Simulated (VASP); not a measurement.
```
NbN
1.0
    0.00000     2.19376     2.19376
    2.19376     0.00000     2.19376
    2.19376     2.19376     0.00000
Nb N
1 1
Cartesian
  0.00000   0.00000   0.00000
  2.19376   2.19376   2.19376
```

Method: PBE GGA with D4 dispersion, VASP's PBE PAW potentials (set 64) (plane waves; VASP). Numerical set-up: 520 eV cut-off, 16×16×16 Γ-centred mesh, tetrahedra with Blöchl corrections, potentials Nb_sv N.

Question: What does the run give for the energy per atom (σ→0), band gap (on the k-mesh) with the smallest direct gap where there is one?

Answer: 
```
Property                                                    Result
------------------------  ----------------------------------------
band gap (on the k-mesh)  none (metal, semimetal or under 0.01 eV)
energy per atom (σ→0)                              -10.635 eV/atom
```

The absolute energy has meaning only against runs of the same code, potentials and settings.

The compound is NbN in the rock salt structure, the cubic δ form, which competes with hexagonal ones. It was relaxed first. VASP warned that the highest band is occupied, so more bands are needed.
